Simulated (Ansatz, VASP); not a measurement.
**GeF2 (1T-GeF2 monolayer): VASP beside Ansatz**

Aim: how closely do two programs agree when they are given the same cell, functional and k mesh? Of the first pair: The structure shown is the start of the Ansatz relaxation below; VASP solves that cell, so the two are compared at the walk's first step.

Calculated with Ansatz 0.2.0; plane waves, with VASP 6.6.1 beside it; single point at r2SCAN with D4.

## Step 1: The starting structure

The cell holds 3 atoms: 2 F and 1 Ge. Cell: a = 2.413 Å, b = 2.413 Å, c = 35.151 Å, α = 90.0°, β = 90.0°, γ = 120.0°. Vacuum lies along c.

## Step 2: Ansatz: relaxation, r2SCAN with D4

Ansatz runs on its PAW soft_1 files.

The two programs are compared at the cell with which this relaxation starts, whose forces are those of its first step.

The input, input.yaml:

```yaml
crystal:
  lattice:
    - [2.41304, 0.0, 0.0]
    - [-1.20652, 2.0897539403, 0.0]
    - [0.0, 0.0, 35.1513208612]
  atoms:
    - { symbol: F, position: [0.6666666667, 0.3333333333, 0.4708215679] }
    - { symbol: Ge, position: [0.0, 0.0, 0.5] }
    - { symbol: F, position: [0.3333333333, 0.6666666667, 0.5291784321] }
  periodic: [true, true, false]
kpoints:
  mp_grid: { grid: [18, 18, 1] }
hamiltonian:
  xc: r2scan
  dispersion: d4
  pseudopotentials: { kind: paw, azcp: { folder: soft_1 } }
scf:
  occupations: { method: fermi_dirac, width: 0.05 }
  convergence: { dr2_threshold: 1.0e-09 }
relax:
  f_tol: 0.004
  max_steps: 90
  cell: {}
output:
  write_potential: true
  write_density: true
  volumetric_format: npy
```

The run is started by

```sh
$ ansatz run input.yaml --threads 4 --pin off --max-ram 6144MiB --backend cpu --events-out ev --progress --plain --runs-dir out
```

Numbers of over 12 decimals in the logs are rounded to 6 here.

The program printed:

```text
Warning: relax.cell: scf.convergence.dr2_threshold = 1e-9 eV is looser than the 2.06562725817e-10 eV advised for a relaxation that steers and ends on the stress (1e-10 eV for each atom of the cell: 3, times the square of relax.cell.stress_2d_tol = 0.05 N/m over 12.1 Å (the atoms' height at the walk's start and 5 Å past either face), 4.149e-2 GPa, over a crystal's default 0.05). What an SCF threshold leaves in a stress goes as its square root, and in the free energy as the threshold itself, and one threshold admits the most on a small cell: [figures from the program's tests cut] Set scf.convergence.dr2_threshold to 2.06562725817e-10 eV or tighter. [rest of the remark cut]
Engine: ansatz 0.2.0, aarch64-unknown-linux-gnu
Pseudopotentials: kind: paw
Pseudopotential: F, paw, valence charge 7, recommended cutoff 500 eV (meta_gga), soft_1/F.paw.azcp
Pseudopotential: Ge, paw, valence charge 14, recommended cutoff 500 eV (meta_gga), soft_1/Ge.paw.azcp
Functional definition: r2SCAN
  parameter k0 = 0.174
  parameter k1 = 0.065
  parameter a1 = 4.9479
  exchange = r2scan_x(k0 = k0, k1 = k1, a1 = a1)
  correlation = r2scan_c
Crystal: 3 atoms, lattice volume = 177.256 Å³
Basis set: ecut = 500 eV, 4611 PW (Γ), exchange–correlation on 72×72×1080 points (64 copies of the dense FFT grid, shifted against one another)
Bands: 18, of which v1, the nominal top of the filled ones, is band 14 counted from 1 (13 counted from 0)
Symmetry: 12 space group operations
Space group: P-3m1 (ITA 164), of the structure as read, at distance tolerance 5.6e-5 Å
k-points: 37 of 324
Non-local potential: F, projectors of the file, l = 0: 2, l = 1: 2, l = 2: 1
Non-local potential: Ge, projectors of the file, l = 0: 2, l = 1: 2, l = 2: 3, l = 3: 1
PAW form: soft (Blöchl's): semilocal exchange-correlation on the pseudo side does not see the compensation charge
PAW frozen core: F, regenerated for the run's functional (the file was generated under x = pbe(κ = 0.804, μ = 0.219515), c = pbe(β = 0.066725))
PAW frozen core: Ge, regenerated for the run's functional (the file was generated under x = pbe(κ = 0.804, μ = 0.219515), c = pbe(β = 0.066725))
PAW one-centre angular grid: F, 302 points (default); XC on 160 Gauss nodes
PAW one-centre angular grid: Ge, 590 points (default); XC on 160 Gauss nodes
Initial density: superposition of atomic densities (neutral atoms: chi_scale 0, normalization atom)
Initial wavefunctions: pseudopotential atomic-orbital guess
Functional: x = r2scan, c = r2scan; τ floored in thin density (d = 2e-4 eV/Å³)
SCF iter   1: F=—  HF=-5908.348542 eV  |F-HF|=—  |Δ(HF+E_count)|=         —  Δρ=6.46e-2  dr2=4.39e0  dr2_τ=7.30e-1  ethr=3.10e-3  ⟨swp⟩=17.7  Hψ=7945  notcnv=0  defer=2
preconditioner: auto → LDOS  [insulator: Δε(μ)=0.277 eV  Ē_g=27.020 eV  σ=0.050 eV  W_gap=0.88  n_scr=22 (ndim 8)  ℏωp=14.5 eV  f_vac=0.847  D(μ)=0.23/eV (n_scr^D=4)  ε∞_Penn≈1.3  β→1.0]
SCF iter   2: F=—  HF=-5911.052759 eV  |F-HF|=—  |Δ(HF+E_count)|=    2.70e0  Δρ=9.00e-2  dr2=1.48e2  dr2_τ=6.37e-1  ethr=3.10e-3  ⟨swp⟩=13.1  Hψ=10419  notcnv=0  defer=6  recentre
automatic band count: the SCF goes on with 22 bands, as 18 were too few: the levels above may hold too much charge
SCF iter   3: F=—  HF=-5907.429471 eV  |F-HF|=—  |Δ(HF+E_count)|=    3.62e0  Δρ=2.95e-2  dr2=1.12e0  dr2_τ=8.63e-2  ethr=3.10e-3  ⟨swp⟩=7.4  Hψ=3503  notcnv=0  defer=86
SCF iter   4: F=—  HF=-5907.208417 eV  |F-HF|=—  |Δ(HF+E_count)|=   2.21e-1  Δρ=2.36e-3  dr2=5.87e-2  dr2_τ=1.18e-3  ethr=3.10e-3  ⟨swp⟩=7.4  Hψ=3252  notcnv=0  defer=105
SCF iter   5: F=—  HF=-5907.207088 eV  |F-HF|=—  |Δ(HF+E_count)|=   1.33e-3  Δρ=9.96e-4  dr2=3.35e-2  dr2_τ=1.28e-4  ethr=2.10e-4  ⟨swp⟩=7.3  Hψ=2660  notcnv=0  defer=109
SCF iter   6: F=—  HF=-5907.199119 eV  |F-HF|=—  |Δ(HF+E_count)|=   7.97e-3  Δρ=7.63e-4  dr2=1.86e-2  dr2_τ=3.23e-5  ethr=1.20e-4  ⟨swp⟩=5.9  Hψ=1516  notcnv=0  defer=96
SCF iter   7: F=—  HF=-5907.191131 eV  |F-HF|=—  |Δ(HF+E_count)|=   7.99e-3  Δρ=4.05e-4  dr2=3.29e-3  dr2_τ=1.68e-5  ethr=6.65e-5  ⟨swp⟩=6.6  Hψ=1658  notcnv=0  defer=100
SCF iter   8: F=—  HF=-5907.198175 eV  |F-HF|=—  |Δ(HF+E_count)|=   7.04e-3  Δρ=9.52e-4  dr2=2.65e-2  dr2_τ=7.70e-5  ethr=1.17e-5  ⟨swp⟩=8.7  Hψ=2902  notcnv=0  defer=100  recentre
SCF iter   9: F=—  HF=-5907.191744 eV  |F-HF|=—  |Δ(HF+E_count)|=   6.43e-3  Δρ=5.88e-4  dr2=5.31e-3  dr2_τ=2.34e-5  ethr=1.17e-5  ⟨swp⟩=6.7  Hψ=2154  notcnv=0  defer=94
[...]
SCF iter   5: F=—  HF=-5922.104694 eV  |F-HF|=—  |Δ(HF+E_count)|=   6.28e-6  Δρ=8.36e-6  dr2=9.30e-8  dr2_τ=8.95e-9  ethr=1.65e-9  ⟨swp⟩=2.4  Hψ=1336  notcnv=0
[...]
SCF 18 converged in 7 iterations: F = -5922.104694 eV  dr2 = 1.72e-10
relax step  18: F+E_penalty+E_count = -5922.10469431 eV  Δ(F+E_penalty+E_count) = -1.715e-4 eV  max|allowed force component| = 8.457e-4 eV/Å  Δτ_max = 0.0060 Å  P = +0.045 N/m  Ω = 386.606 Å³  energy of the carried Pulay correction = -1.788e-4 eV  fix = [c, alpha, beta]  reactions: c +0.000 N/m  (7 SCF iters, accepted)
iter 1 solved again at ethr=1.53e-7 eV; its pass at ethr=3.10e-3 eV (dr2=4.29e-5 eV) is discarded
SCF iter   1: F=—  HF=-5922.104818 eV  |F-HF|=—  |Δ(HF+E_count)|=         —  Δρ=9.21e-6  dr2=2.74e-8  dr2_τ=8.03e-8  ethr=1.53e-7  ⟨swp⟩=5.2  Hψ=7869  notcnv=0
preconditioner: auto → Resta (q_TF=auto, 1.761 Å⁻¹)  ε∞=1.2  [insulator: Δε(μ)=2.864 eV  Ē_g=22.071 eV  σ=0.050 eV  W_gap=1.00  n_scr=18 (ndim 8)  ℏωp=10.0 eV  f_vac=0.864  D(μ)=0.00/eV (n_scr^D=0)  ε∞_Penn≈1.2  vacuum switching on, ρ_ref=3.5e-2 e/Å³]
SCF iter   2: F=—  HF=-5922.104858 eV  |F-HF|=—  |Δ(HF+E_count)|=   4.01e-5  Δρ=4.71e-6  dr2=1.45e-8  dr2_τ=1.40e-8  ethr=9.77e-11  ⟨swp⟩=3.9  Hψ=2306  notcnv=0
SCF iter   3: F=—  HF=-5922.104868 eV  |F-HF|=—  |Δ(HF+E_count)|=   1.01e-5  Δρ=2.44e-6  dr2=3.11e-9  dr2_τ=3.32e-9  ethr=5.18e-11  ⟨swp⟩=3.4  Hψ=1754  notcnv=0
iter 4 met the thresholds in force, and the SCF goes on: an eigenvalue changes by 7.46 meV, over its tolerance of 1.09 meV (output.eigenvalues, Limitations)
SCF iter   4: F=-5922.104874 eV  HF=-5922.104874 eV  |F-HF|=4.77e-8  |Δ(HF+E_count)|=   5.64e-6  Δρ=2.47e-7  dr2=5.17e-11  dr2_τ=4.15e-11  ethr=3.57e-12  ⟨swp⟩=14.0  Hψ=7021  notcnv=0
iter 5 met the thresholds in force, and the SCF goes on: an eigenvalue changes by 10.74 meV, over its tolerance of 1.02 meV (output.eigenvalues, Limitations)
SCF iter   5: F=-5922.104874 eV  HF=-5922.104874 eV  |F-HF|=3.28e-9  |Δ(HF+E_count)|=   4.45e-8  Δρ=1.08e-7  dr2=3.49e-11  dr2_τ=3.85e-12  ethr=1.00e-12  ⟨swp⟩=8.9  Hψ=5024  notcnv=0
Mixer restart at iter 5: flushing history
SCF iter   6: F=-5922.104874 eV  HF=-5922.104874 eV  |F-HF|=1.03e-10  |Δ(HF+E_count)|=   3.33e-9  Δρ=1.98e-7  dr2=9.90e-11  dr2_τ=5.43e-12  ethr=1.00e-12  ⟨swp⟩=9.8  Hψ=5135  notcnv=0
SCF 19 converged in 6 iterations: F = -5922.104874 eV  dr2 = 9.90e-11
relax step  19: F+E_penalty+E_count = -5922.10487396 eV  Δ(F+E_penalty+E_count) = -1.797e-4 eV  max|allowed force component| = 8.465e-4 eV/Å  Δτ_max = 0.0000 Å  P = +0.044 N/m  Ω = 386.606 Å³  fix = [c, alpha, beta]  reactions: c +0.000 N/m  stress off target by 4.36e-2 N/m on what of the cell is left free  SCF on the basis re-selected at this cell (its energy is not comparable with the rows above)  (6 SCF iters)
basis re-selected at this cell: Δ(F+E_penalty+E_count) = -1.797e-4 eV, ΔP = -0.001 N/m vs the last step (what re-selecting the basis moved, of the pressure what is left beyond the Pulay correction that the steps carried, after the strain that the cell walked since its last selection, with what the two solves' SCF thresholds leave and, on support functions, any second-order correction that the steps lacked; it is no m [...]
WARN: The output density's exchange-correlation potential varies sharply where the density is thin. Do not read a vacuum level from v_tot or v_xc, or from such a field of the output density. On a cell that repeats whose density bears no net charge and no dipole along the vacuum's axis use v_es (v_loc + v_h of the components); under efield.dipole_correction with no amplitude use v_es + v_field, which holds any externa [...]
SCF converged after 6 iterations
an eigenvalue changed by more than its tolerance at an iteration that met the thresholds in force, so the SCF went on 2 times, its first undamped step at iteration 5: the last check found none over its tolerance
Free energy (F): -5922.104874 eV
Harris-Foulkes:  -5922.104874 eV  (|F-HF|=1.03e-10)
Internal energy: -5922.104874 eV  (E = F + TS)
E sigma→0 (E₀):  -5922.104874 eV
Fermi energy:    -5.427518 eV
--- Per-component energies (eV) ---
  E_band       = -588.115123
  E_kinetic    = 486.230909
  E_local      = -53999.394221  (includes V_loc(G=0)·N_el)
  E_nonlocal   = 381.992375
  E_hartree    = 26623.975002
  E_xc         = -218.488776
  E_vxc        = -292.843783  (∫ρ·V_xc dr)
  E_paw        = -2428.472081  (= ΣΔE_a)
  E_vpaw       = -432.687756  (= ΣTr[D̂ρ^β])
  E_aug_tail   = 0.000580  (compensation charges beyond the density's cutoff)
  E_vtau       = 20.637170  (kinetic-family band-sum trace: ∫τ·v_τ [+ j·A + Jᵃ·Aᵃ] dr)
  E_ewald      = 23233.288816
  E_disp       = -0.088934  (pairwise vdW)
  E_core_change = -1.148544  (= ΣΔE_core)
  E_smearing   = -0.000000  (= −TS)
  E_closure    = 0.000000  (closes the sum)
  Σ components = -5922.104874   (vs F -5922.104874, Δ=0.00e0)
--- Forces (eV/Å), atoms counted from 1 ---
  atom   1  F      0.00000000     0.00000000     0.00084649
  atom   2  Ge     0.00000000    -0.00000000     0.00000000
  atom   3  F      0.00000000    -0.00000000    -0.00084649
  max |Σ_I F_I| component: 3.24e-17 eV/Å
--- 2D stress c σ (N/m, compression-positive) ---
        0.043612       0.000000      -0.000000
        0.000000       0.043612      -0.000000
       -0.000000      -0.000000       0.000000
  P = ½ c Tr σ = 0.0436 N/m
--- Band table (eV; the first three rows and the last of 37) ---
  k-point 0: bands = [... 10 lower, -10.7244, -10.7244, -10.1012, -9.0855, -4.0303, -0.0589 (-0.0670°), -0.0324 (-0.0323°), -0.0324 (-0.0323°), ... 4 higher]
  k-point 1: bands = [... 10 lower, -10.6829, -10.6585, -10.0803, -8.9976, -3.9709, -0.2354 (-0.2355°), -0.0047 (-0.0047°), 0.0630 (0.0399°), ... 4 higher]
  k-point 2: bands = [... 10 lower, -10.6625, -10.5747, -10.0373, -8.7670, -3.8019, -0.5337 (-0.5337°), 0.0740 (0.0740°), 0.2143 (0.1864°), ... 4 higher]
  k-point 36: bands = [... 10 lower, -11.1193, -10.0718, -10.0718, -6.8940, -1.5585, -0.6877, -0.6877, 4.0104 (4.0104°), ... 4 higher]
  ° read free of the cell's end (the report's vacuum.weakly_bound_levels)
--- Relaxed structure (16 steps of the walk, 16 accepted, 3 SCFs on fresh bases) ---
  F+E_penalty+E_count = -5922.10487396 eV   max|allowed force component| = 8.465e-4 eV/Å   (the final SCF, on the basis selected at the relaxed cell)
  cell:  # Å, volume = 386.6062 Å³
    - [3.563677, 0.0, 0]
    - [-1.781838, 3.086235, 0]
    - [0, 0, 35.1513208612]
  atoms:
    - { symbol: F, position: [0.666667, 0.333333, 0.472746] }
    - { symbol: Ge, position: [0, 0, 0.5] }
    - { symbol: F, position: [0.333333, 0.666667, 0.527254] }
```

## Step 3: VASP: single point, r2SCAN with D4, start cell, pair 1

The same cell, functional, mesh and smearing now go to VASP, with its own data sets.

Lines of VASP's logs that name or quote its potential files are left out, and so is its time.

The input, INCAR:

```
SYSTEM = GeF2
PREC = Accurate
ENCUT = 580
EDIFF = 1E-06
NELM = 300
ISMEAR = -1
SIGMA = 0.05
LREAL = .FALSE.
ALGO = Normal
METAGGA = R2SCAN
IVDW = 13
VDW_S6 = 1
VDW_S8 = 0.6018749
VDW_A1 = 0.51559235
VDW_A2 = 5.77342911
LASPH = .TRUE.
NBANDS = 20
LORBIT = 11
LWAVE = .FALSE.
LCHARG = .FALSE.
ISIF = 2
LDIPOL = .TRUE.
IDIPOL = 3
DIPOL = 0.5 0.5 0.5
LVHAR = .TRUE.
GGA_COMPAT = .FALSE.
EFERMI = MIDGAP
NELMDL = -8
LMIXTAU = .TRUE.
KPAR = 2
AMIX = 0.1
BMIX = 1E-04
```

The input, POSCAR:

```
GeF2
1.0
    2.4130400000      0.0000000000      0.0000000000
   -1.2065200000      2.0897540000      0.0000000000
    0.0000000000      0.0000000000     35.1513210000
F Ge
2 1
Direct
    0.6666667464      0.3333334928      0.4708215660
    0.3333332536      0.6666665072      0.5291784340
    0.0000000000      0.0000000000      0.4999999858
```

The input, KPOINTS:

```
Automatic mesh
0
Gamma
18 18 1
0 0 0
```

PAW data sets: F and Ge_d (PBE family, release 64).

The run is started by

```sh
$ mpirun -np 2 vasp_std
```

The program printed:

```text
[banner, memory and clock lines left out]
running    2 mpi-ranks, on    1 nodes
 distrk:  each k-point on    1 cores,    2 groups
 distr:  one band on    1 cores,    1 groups

 POSCAR found type information on POSCAR F Ge
 POSCAR found :  2 types and       3 ions
|                                                                             |
|               ----> ADVICE to this user running VASP <----                  |
|                                                                             |
|     You enforced a specific xc type in the INCAR file but a different       |
|     [... a line on the potential file left out ...]
|     I HOPE YOU KNOW WHAT YOU ARE DOING!                                     |
|                                                                             |

 LDA part: xc-table for (None), standard interpolation
 POSCAR, INCAR and KPOINTS ok, starting setup
 FFT: planning ... GRIDC
 FFT: planning ... GRID_SOFT
 FFT: planning ... GRID
 WAVECAR not read
 entering main loop
       N       E                     dE             d eps       ncg     rms          rms(c)
DAV:   1     0.299183892315E+03    0.29918E+03   -0.15232E+04  1864   0.183E+03
DAV:   2     0.207005394782E+02   -0.27848E+03   -0.26100E+03  1900   0.493E+02
DAV:   3    -0.171148057925E+02   -0.37815E+02   -0.36724E+02  2036   0.158E+02
DAV:   4    -0.182603152400E+02   -0.11455E+01   -0.11406E+01  2108   0.308E+01
DAV:   5    -0.182941988095E+02   -0.33884E-01   -0.33844E-01  2208   0.492E+00
DAV:   6    -0.182946107531E+02   -0.41194E-03   -0.41110E-03  2224   0.410E-01
DAV:   7    -0.182946230984E+02   -0.12345E-04   -0.12345E-04  2264   0.670E-02
DAV:   8    -0.182946234201E+02   -0.32164E-06   -0.32162E-06  2032   0.996E-03    0.110E+01
DAV:   9    -0.130453180883E+02    0.52493E+01   -0.25585E-01  2112   0.122E+01    0.967E+00
DAV:  10    -0.710596635971E+01    0.59394E+01   -0.44473E+00  2172   0.368E+01    0.315E+00
DAV:  11    -0.877219655110E+01   -0.16662E+01   -0.22070E+00  1940   0.778E+00    0.333E+00
DAV:  12    -0.103381483650E+02   -0.15660E+01   -0.72063E-01  1936   0.872E+00    0.349E+00
DAV:  13    -0.102996186612E+02    0.38530E-01   -0.37949E-02  1704   0.212E+00    0.352E+00
DAV:  14    -0.101925744579E+02    0.10704E+00   -0.88206E-02  2072   0.613E+00    0.331E+00
[...]
DAV:  38    -0.103169410277E+02   -0.36670E-04   -0.18276E-05  1768   0.118E-01    0.633E-02
DAV:  39    -0.103171057606E+02   -0.16473E-03   -0.34051E-04  2112   0.422E-01    0.485E-02
DAV:  40    -0.103169755383E+02    0.13022E-03   -0.79124E-05  1724   0.810E-02    0.383E-02
DAV:  41    -0.103169024865E+02    0.73052E-04   -0.49678E-05  1972   0.110E-01    0.185E-02
DAV:  42    -0.103169353411E+02   -0.32855E-04   -0.22944E-05  1864   0.524E-02    0.120E-02
DAV:  43    -0.103169823781E+02   -0.47037E-04   -0.80686E-05  1960   0.170E-01    0.111E-02
DAV:  44    -0.103169814281E+02    0.94999E-06   -0.14883E-05  1760   0.373E-02    0.946E-03
DAV:  45    -0.103169808689E+02    0.55923E-06   -0.77697E-06  1212   0.278E-02
   1 F= -.10487618E+02 E0= -.10482504E+02  d E =-.102285E-01
```

From OUTCAR (step 3):

```text
ion  position               nearest neighbor table
   1  0.667  0.333  0.471-   3 1.73   3 1.73   3 1.73
   2  0.333  0.667  0.529-   3 1.73   3 1.73   3 1.73
   3  0.000  0.000  0.500-   1 1.73   1 1.73   1 1.73   2 1.73   2 1.73   2 1.73

  LATTYP: Found a hexagonal cell.
 ALAT       =     2.4130400000
 C/A-ratio  =    14.5672351059

 Subroutine GETGRP returns: Found 12 space group operations
 (whereof 12 operations were pure point group operations)

The static configuration has the point symmetry D_3d.

 Found     37 irreducible k-points:

   k-points           NKPTS =     37   k-points in BZ     NKDIM =     37   number of bands    NBANDS=     20

   dimension x,y,z NGX =    20 NGY =   20 NGZ =  280
   dimension x,y,z NGXF=    40 NGYF=   40 NGZF=  560

   ENCUT  =  580.0 eV  42.63 Ry    6.53 a.u.   4.74  4.74 69.03*2*pi/ulx,y,z

   NELECT =      28.0000    total number of electrons

 k-points in reciprocal lattice and weights: Automatic mesh
   0.00000000  0.00000000  0.00000000       0.003
   0.05555556  0.00000000  0.00000000       0.019
   0.11111111  0.00000000  0.00000000       0.019
   0.16666667 -0.00000000  0.00000000       0.019
   0.22222222  0.00000000  0.00000000       0.019
   0.27777778 -0.00000000  0.00000000       0.019
   0.33333333 -0.00000000  0.00000000       0.019
   0.38888889  0.00000000  0.00000000       0.019
   0.44444444  0.00000000  0.00000000       0.019
[...]
0.33333333  0.27777778  0.00000000       0.037
   0.33333333  0.33333333  0.00000000       0.006

 dipolmoment           0.000000      0.000000      0.000003 electrons x Angstroem

 average (electrostatic) potential at core
       1 -92.1563       2 -92.1562       3 -89.7920

 E-fermi :   0.4216

 k-point     1 :       0.0000    0.0000    0.0000
  band No.  band energies     occupation
    ...
     11     -12.6700      2.00000
     12     -12.2045      2.00000
     13     -12.2045      2.00000
     14      -4.1367      2.00000
     15      -0.0942      1.99993
     16       0.5089      0.29713
     17       0.9675      0.00004
     18       2.1971      0.00000
     19       2.2635      0.00000
     20       2.4653      0.00000

 k-point     2 :       0.0556    0.0000    0.0000
  band No.  band energies     occupation
    ...
     11     -12.7428      2.00000
     12     -12.3787      2.00000
     13     -12.2071      2.00000
     14      -3.9502      2.00000
     15       0.0623      1.99849
     16       0.6112      0.04415
     17       1.1547      0.00000
     18       2.3018      0.00000
     19       2.3714      0.00000
     20       2.5692      0.00000

 k-point     3 :       0.1111    0.0000    0.0000
  band No.  band energies     occupation
    ...
     11     -12.9386      2.00000
     12     -12.8617      2.00000
     13     -12.2262      2.00000
     14      -3.4591      2.00000
     15       0.4738      0.52083
     16       0.9147      0.00010
     17       1.7053      0.00000
     18       2.6157      0.00000
     19       2.6966      0.00000
     20       2.8804      0.00000

  DFT-D4 for vdW energy calculation

  Edisp (eV):   -0.17064

  Total      42.74836    42.74836    45.00391     0.00000    -0.00000     0.00000
  in kB     386.39247   386.39250   406.77993     0.00000    -0.00000     0.00000
  external pressure =      393.19 kB  Pullay stress =        0.00 kB

  energy-cutoff  :      580.00
  volume of cell :      177.26
      direct lattice vectors                 reciprocal lattice vectors
     2.413040000  0.000000000  0.000000000     0.414415012  0.239262612  0.000000000
    -1.206520000  2.089754000  0.000000000     0.000000000  0.478525224  0.000000000
     0.000000000  0.000000000 35.151321000     0.000000000  0.000000000  0.028448433

 POSITION                                       TOTAL-FORCE (eV/Angst)
 -----------------------------------------------------------------------------------
      1.20652      0.69658     16.55000         0.000000     -0.000000    -22.026150
      0.00000      1.39317     18.60132        -0.000000      0.000000     22.026150
      0.00000      0.00000     17.57566         0.000000      0.000000      0.000000
 -----------------------------------------------------------------------------------
    total drift:                               -0.000000      0.000000      0.001109

  FREE ENERGIE OF THE ION-ELECTRON SYSTEM (eV)
  ---------------------------------------------------
  free  energy   TOTEN  =       -10.4876178038 eV

  energy  without entropy=      -10.4773893236  energy(sigma->0) =      -10.48250356

 vacuum level on the upper side and lower side of the slab         2.267         2.267

 total charge
# of ion       s       p       d       tot
------------------------------------------
    1        1.826   4.562   0.000   6.387
    2        1.826   4.562   0.000   6.387
    3        1.354   1.470  10.753  13.576
--------------------------------------------------
tot          5.005  10.593  10.753  26.350

[... 3 further parts left out ...]
```

(Continued in part 2 of 2.)

[Lines on the potential files, build, host, timing and source positions are cut from VASP's logs without a mark.]

[Logs are printed without paths, hosts, clocks, repeated set-up lines and the standing remarks that a program may print on its own settings, such as how far it seeks lower states.]

[Hosts, paths, dates, database ids (printed as entryN), source tags and the programs' standing remarks are cut or masked in the printed files.]
